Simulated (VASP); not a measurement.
Data:

```yaml
crystal:
  lattice:
    - [2.57233, 0.00000, 0.00000]
    - [0.00000, 2.57233, 0.00000]
    - [0.00000, 0.00000, 2.57233]
  atoms:
    - { symbol: S, position: [0.00000, 0.00000, 0.00000] }
```

All values below come from r2SCAN meta-GGA, VASP's PBE PAW potentials (set 64) (plane waves; VASP). Numerical set-up: 400 eV cut-off, 16×16×16 Γ-centred mesh, tetrahedra with Blöchl corrections, potentials S.

Task: Estimate the energy per atom (σ→0), band gap (over mesh and band path) with the smallest direct gap where there is one.

Result: 
```
Property                                                              Result
----------------------------------  ----------------------------------------
band gap (over mesh and band path)  none (metal, semimetal or under 0.01 eV)
energy per atom (σ→0)                                         -7.338 eV/atom
```

The structure was generated: S was put into the simple-cubic type (Pm-3m), which need not be its known phase. It was relaxed first.
